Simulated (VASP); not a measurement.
## Li: formation energy of a vacancy on the Li site

How easily does a vacancy on the Li site form in Li? The host is relaxed first, then a supercell is run with and without the defect.

Program: VASP 6.6.1. Level of theory: PBEsol; plane waves and PAW (Li). Results are calculated unless marked as measured.

**1. The host crystal**

The structure is cubic, space group Im-3m (No. 229). The conventional cell has a = 3.490 Å, b = 3.490 Å, c = 3.490 Å, α = 90.00°, β = 90.00°, γ = 90.00°. Nearest to Li lie 8 Li at 3.02 Å.

As a file:

```xyz
1
Lattice="-1.7450 1.7450 1.7450 1.7450 -1.7450 1.7450 1.7450 1.7450 -1.7450" Properties=species:S:1:pos:R:3 pbc="T T T"
Li    0.0000    0.0000    0.0000
```

**2. The host at zero pressure**

The later steps need the crystal at this functional's own lattice; a raised cutoff keeps the stress reliable while the cell changes.

The input, INCAR:

```
SYSTEM = Li
PREC = Accurate
ENCUT = 350
EDIFF = 1E-06
NELM = 120
ISMEAR = 1
SIGMA = 0.15
LREAL = .FALSE.
ALGO = Normal
GGA = PS
NBANDS = 6
LORBIT = 11
LWAVE = .FALSE.
LCHARG = .FALSE.
KPAR = 8
IBRION = 2
NSW = 40
ISIF = 3
EDIFFG = -0.02
POTIM = 0.4
```

The input, POSCAR:

```
Li
1.0
   -1.7450000000      1.7450000000      1.7450000000
    1.7450000000     -1.7450000000      1.7450000000
    1.7450000000      1.7450000000     -1.7450000000
Li
1
Direct
    0.0000000000      0.0000000000      0.0000000000
```

The input, KPOINTS:

```
Automatic mesh
0
Gamma
13 13 13
0 0 0
```

The projector-augmented-wave data sets are Li (PBE family, release 64).

On the command line:

```
> mpirun -np 8 vasp_std
```

The program printed:

```text
[banner, memory and clock lines left out]
running    8 mpi-ranks, on    1 nodes
 distrk:  each k-point on    1 cores,    8 groups
 distr:  one band on    1 cores,    1 groups

 POSCAR found type information on POSCAR Li
 POSCAR found :  1 types and       1 ions
|                                                                             |
|           W    W    AA    RRRRR   N    N  II  N    N   GGGG   !!!           |
|           W    W   A  A   R    R  NN   N  II  NN   N  G    G  !!!           |
|           W    W  A    A  R    R  N N  N  II  N N  N  G       !!!           |
|           W WW W  AAAAAA  RRRRR   N  N N  II  N  N N  G  GGG   !            |
|           WW  WW  A    A  R   R   N   NN  II  N   NN  G    G                |
|           W    W  A    A  R    R  N    N  II  N    N   GGGG   !!!           |
|                                                                             |
|     For optimal performance we recommend to set                             |
|       NCORE = 2 up to number-of-cores-per-socket                            |
|     NCORE specifies how many cores store one orbital (NPAR=cpu/NCORE).      |
|     This setting can greatly improve the performance of VASP for DFT.       |
|     The default, NCORE=1 might be grossly inefficient on modern             |
|     multi-core architectures or massively parallel machines. Do your        |
|     Unfortunately you need to use the default for GW and RPA                |
|     calculations (for HF NCORE is supported but not extensively tested      |
|     yet).                                                                   |
|                                                                             |

|                                                                             |
|               ----> ADVICE to this user running VASP <----                  |
|                                                                             |
|     You enforced a specific xc type in the INCAR file but a different       |
|     [... a line on the potential file left out ...]
|     I HOPE YOU KNOW WHAT YOU ARE DOING!                                     |
|                                                                             |

 LDA part: xc-table for (Slater+PW92), standard interpolation
 POSCAR, INCAR and KPOINTS ok, starting setup
 FFT: planning ... GRIDC
 FFT: planning ... GRID_SOFT
 FFT: planning ... GRID
 WAVECAR not read
 entering main loop
       N       E                     dE             d eps       ncg     rms          rms(c)
DAV:   1    -0.184808872228E+01   -0.18481E+01   -0.13717E+02  1140   0.363E+01
DAV:   2    -0.195876844783E+01   -0.11068E+00   -0.10655E+00  1338   0.373E+00
DAV:   3    -0.195906830735E+01   -0.29986E-03   -0.29977E-03  1152   0.184E-01
DAV:   4    -0.195906872233E+01   -0.41498E-06   -0.41498E-06  1314   0.513E-03
DAV:   5    -0.195906872436E+01   -0.20331E-08   -0.20644E-08  1110   0.244E-04    0.138E-01
DAV:   6    -0.195826428231E+01    0.80444E-03   -0.22633E-05  1086   0.180E-02    0.902E-02
DAV:   7    -0.195777404794E+01    0.49023E-03   -0.60713E-05  1026   0.315E-02    0.415E-03
DAV:   8    -0.195776338241E+01    0.10666E-04   -0.70256E-07  1152   0.319E-03    0.193E-03
DAV:   9    -0.195776036487E+01    0.30175E-05   -0.30347E-07   882   0.206E-03    0.779E-05
DAV:  10    -0.195776037533E+01   -0.10459E-07   -0.29464E-09   504   0.201E-04
   1 F= -.19577604E+01 E0= -.19578932E+01  d E =-.195776E+01
 curvature:   0.00 expect dE= 0.000E+00 dE for cont linesearch  0.000E+00
 trial: gam= 0.00000 g(F)=  0.115E-66 g(S)=  0.599E-03 ort = 0.000E+00 (trialstep = 0.100E+01)
 search vector abs. value=  0.599E-03
 bond charge predicted
       N       E                     dE             d eps       ncg     rms          rms(c)
DAV:   1    -0.195830335169E+01   -0.54299E-03   -0.20250E-04  1038   0.488E-02    0.240E-03
DAV:   2    -0.195830340131E+01   -0.49620E-07   -0.19081E-06  1122   0.761E-03
   2 F= -.19583034E+01 E0= -.19584387E+01  d E =-.543026E-03
 ZBRENT: can't locate minimum, use default step
 trial-energy change:   -0.000543  1 .order   -0.000541   -0.000599   -0.000484
 step:   4.0000(harm=  5.1862)  dis= 0.00000  next Energy=    -1.959314 (dE=-0.155E-02)
 bond charge predicted
       N       E                     dE             d eps       ncg     rms          rms(c)
DAV:   1    -0.195923835110E+01   -0.93500E-03   -0.18852E-03  1044   0.150E-01    0.727E-03
DAV:   2    -0.195923739997E+01    0.95112E-06   -0.16499E-05  1122   0.225E-02    0.432E-03
DAV:   3    -0.195923655798E+01    0.84200E-06   -0.10456E-06  1164   0.388E-03
   3 F= -.19592366E+01 E0= -.19593792E+01  d E =-.147618E-02
 curvature:  -2.38 expect dE=-0.681E-04 dE for cont linesearch -0.681E-04
 trial: gam=-0.17068 g(F)=  0.286E-67 g(S)=  0.286E-04 ort = 0.131E-03 (trialstep = 0.160E+01)
 search vector abs. value=  0.136E-05
 reached required accuracy - stopping structural energy minimisation
```

It took 1.2 s on 8 MPI ranks of Intel Xeon 6975P-C (Granite Rapids), shared host; peak memory 0.84 GiB; 5.8 s of CPU time.

The logs omit lines about the potential files and the build; timing stands in the text.

OUTCAR, selected parts (step 2):

```text
ion  position               nearest neighbor table
   1  0.000  0.000  0.000-

  LATTYP: Found a body centered cubic cell.
 ALAT       =     3.4900000000

 Subroutine GETGRP returns: Found 48 space group operations
 (whereof 48 operations were pure point group operations)

The static configuration has the point symmetry O_h .

 Found     84 irreducible k-points:

   k-points           NKPTS =     84   k-points in BZ     NKDIM =     84   number of bands    NBANDS=      6

   dimension x,y,z NGX =    18 NGY =   18 NGZ =   18
   dimension x,y,z NGXF=    36 NGYF=   36 NGZF=   36

   ENCUT  =  350.0 eV  25.72 Ry    5.07 a.u.   4.61  4.61  4.61*2*pi/ulx,y,z

   NELECT =       1.0000    total number of electrons

 k-points in reciprocal lattice and weights: Automatic mesh
   0.00000000  0.00000000  0.00000000       0.000
   0.07692308  0.00000000  0.00000000       0.005
   0.15384615  0.00000000  0.00000000       0.005
   0.23076923  0.00000000  0.00000000       0.005
   0.30769231  0.00000000  0.00000000       0.005
   0.38461538  0.00000000  0.00000000       0.005
   0.46153846  0.00000000  0.00000000       0.005
   0.07692308  0.07692308  0.00000000       0.011
   0.15384615  0.07692308 -0.00000000       0.022
[...]
-0.46153846 -0.46153846  0.38461538       0.004
  -0.46153846  0.46153846  0.46153846       0.003

 average (electrostatic) potential at core
       1 -30.2438

 E-fermi :   0.4342

 k-point     1 :       0.0000    0.0000    0.0000
  band No.  band energies     occupation
      1      -3.1820      2.00000
      2      14.9779      0.00000
      3      14.9779      0.00000
      4      14.9779      0.00000
      5      19.5412      0.00000
      6      19.5412      0.00000

 k-point     2 :       0.0769    0.0000    0.0000
  band No.  band energies     occupation
      1      -3.0701      2.00000
      2      14.1782      0.00000
      3      14.4144      0.00000
      4      14.7733      0.00000
      5      18.1187      0.00000
      6      18.2930      0.00000

 k-point     3 :       0.1538    0.0000    0.0000
  band No.  band energies     occupation
      1      -2.7341      2.00000
      2      12.0599      0.00000
      3      13.3547      0.00000
      4      14.2215      0.00000
      5      16.8503      0.00000
      6      17.2141      0.00000

  Total       -0.0157080     -0.0157080     -0.0157080      0.0000000      0.0000000     -0.0000000
  in kB       -1.2244361     -1.2244361     -1.2244361      0.0000000      0.0000000     -0.0000000
  external PRESSURE =      -1.2244361 kB  Pullay stress =       0.0000000 kB

  energy-cutoff  :      350.00
  volume of cell :       20.55
      direct lattice vectors                 reciprocal lattice vectors
    -1.725621143  1.725621143  1.725621143     0.000000000  0.289750738  0.289750738
     1.725621143 -1.725621143  1.725621143     0.289750738  0.000000000  0.289750738
     1.725621143  1.725621143 -1.725621143     0.289750738  0.289750738  0.000000000

 POSITION                                       TOTAL-FORCE (eV/Angst)
 -----------------------------------------------------------------------------------
      0.00000     -0.00000      0.00000         0.000000     -0.000000      0.000000
 -----------------------------------------------------------------------------------
    total drift:                                0.000000      0.000000      0.000000

  FREE ENERGIE OF THE ION-ELECTRON SYSTEM (eV)
  ---------------------------------------------------
  free  energy   TOTEN  =        -1.9592365580 eV

  energy  without entropy=       -1.9596643395  energy(sigma->0) =       -1.95937915

 reached required accuracy - stopping structural energy minimisation

 total charge
# of ion       s       p       d       tot
------------------------------------------
    1        0.114   0.098   0.000   0.212

[... 3 further parts left out ...]
```

CONTCAR:

```
Li
   1.00000000000000
    -1.7256211432048520    1.7256211432048520    1.7256211432048520
     1.7256211432048520   -1.7256211432048520    1.7256211432048520
     1.7256211432048520    1.7256211432048520   -1.7256211432048520
  Li
     1
Direct
     0.0000000000000000    0.0000000000000000    0.0000000000000000
```

This run has no spin polarisation. Its electron count is odd, so without a moment it is a metal by construction. The PAW data sets were made with PBE, which is usual practice but a small mismatch for other functionals. The run keeps the 48 symmetry operations of its start, so it cannot find a distortion of lower symmetry.

Relaxation path:

```csv
step,energy less that of the first step (eV),largest force (eV/Å),pressure (GPa),volume (Å³)
1,0.0000,0.0000,-0.54,21.25
2,-0.0005,0.0000,-0.44,21.08
3,-0.0015,0.0000,-0.12,20.55
```

| conventional cell, symmetrised | before | after | change |
| --- | --- | --- | --- |
| a (Å) | 3.490 | 3.451 | -1.1 % |
| b (Å) | 3.490 | 3.451 | -1.1 % |
| c (Å) | 3.490 | 3.451 | -1.1 % |
| volume (Å³/atom) | 21.25 | 20.55 | -3.3 % |

Final coordinates:

```xyz
1
Lattice="-1.7256 1.7256 1.7256 1.7256 -1.7256 1.7256 1.7256 1.7256 -1.7256" Properties=species:S:1:pos:R:3 pbc="T T T"
Li    0.0000    0.0000    0.0000
```

Numbers from this step:

```
electronic cycles                               : 15
electrons                                       : 1
free energy (TOTEN)                             : -1.959 eV
energy at zero smearing                         : -1.959 eV
Fermi energy                                    : 0.4342 eV
labelled metallic, from the levels on this mesh : yes
```

The run ended after 3 ionic steps, 0.001 eV below its first step, once forces and stress met EDIFFG = -0.02.

(Continued in part 2 of 3.)

[Lines on the potential files, build, host, timing and source positions are cut from VASP's logs without a mark.]

[Logs are printed without paths, hosts, clocks, repeated set-up lines and the standing remarks that a program may print on its own settings, such as how far it seeks lower states.]

[Hosts, paths, dates, database ids (printed as entryN), source tags and the programs' standing remarks are cut or masked in the printed files.]

[In band tables of VASP the shares of atoms and orbitals are scaled to a sum of 1 inside the atoms' spheres.]

[Runs that stopped without an error message from VASP are left out.]
